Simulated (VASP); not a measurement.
OSZICAR of a VASP run on AgCl (rock salt):

**OSZICAR**
```
       N       E                     dE             d eps       ncg     rms          rms(c)
DAV:   1     0.802677328148E+02    0.80268E+02   -0.89301E+03   762   0.124E+03
DAV:   2    -0.290891608602E+02   -0.10936E+03   -0.10320E+03   914   0.271E+02
DAV:   3    -0.331510862649E+02   -0.40619E+01   -0.40491E+01   884   0.557E+01
DAV:   4    -0.331830139894E+02   -0.31928E-01   -0.31925E-01   869   0.549E+00
DAV:   5    -0.331834535741E+02   -0.43958E-03   -0.43958E-03   874   0.637E-01    0.125E+01
DAV:   6    -0.281263861595E+02    0.50571E+01   -0.43645E+00   754   0.262E+01    0.948E+00
DAV:   7    -0.281796392942E+02   -0.53253E-01   -0.31677E-01   779   0.794E+00    0.524E+00
DAV:   8    -0.281893970449E+02   -0.97578E-02   -0.16490E-01   789   0.433E+00    0.140E+00
DAV:   9    -0.281569396051E+02    0.32457E-01   -0.73687E-02   769   0.303E+00    0.523E-01
DAV:  10    -0.282163302475E+02   -0.59391E-01   -0.32021E-02   764   0.217E+00    0.192E-01
DAV:  11    -0.282165100943E+02   -0.17985E-03   -0.27002E-03   834   0.517E-01    0.164E-01
DAV:  12    -0.282172026302E+02   -0.69254E-03   -0.83883E-04   764   0.309E-01    0.815E-02
DAV:  13    -0.282170785281E+02    0.12410E-03   -0.26125E-04   809   0.232E-01    0.486E-02
DAV:  14    -0.282172324333E+02   -0.15391E-03   -0.46050E-05   774   0.740E-02    0.330E-02
DAV:  15    -0.282172639985E+02   -0.31565E-04   -0.37774E-05   779   0.751E-02    0.774E-03
DAV:  16    -0.282172639705E+02    0.28049E-07   -0.22489E-06   829   0.153E-02    0.185E-03
DAV:  17    -0.282172646145E+02   -0.64402E-06   -0.68632E-08   557   0.348E-03    0.172E-03
DAV:  18    -0.282172644459E+02    0.16861E-06   -0.41825E-08   407   0.274E-03    0.229E-03
DAV:  19    -0.282172646558E+02   -0.20996E-06   -0.45798E-08   392   0.286E-03    0.261E-03
DAV:  20    -0.282172645660E+02    0.89876E-07   -0.13718E-08   392   0.134E-03
   1 F= -.23959017E+02 E0= -.23959017E+02  d E =-.239590E+02
```

Q: Which electronic solver shows in the log?

A: It is blocked Davidson (ALGO = Normal, or the opening steps of other solvers). The INCAR had ALGO = Normal.

Q: Can the final energy be trusted as converged?

A: The run converged. It stopped with EDIFF = 1E-7, NELM = 100, NSW = 40 and EDIFFG = -0.01 after 1 ionic step (r2SCAN meta-GGA, plane waves, VASP's PBE PAW potentials (set 64)).

The compound is AgCl in the rock salt structure. It was relaxed first under an external pressure of 20 GPa.
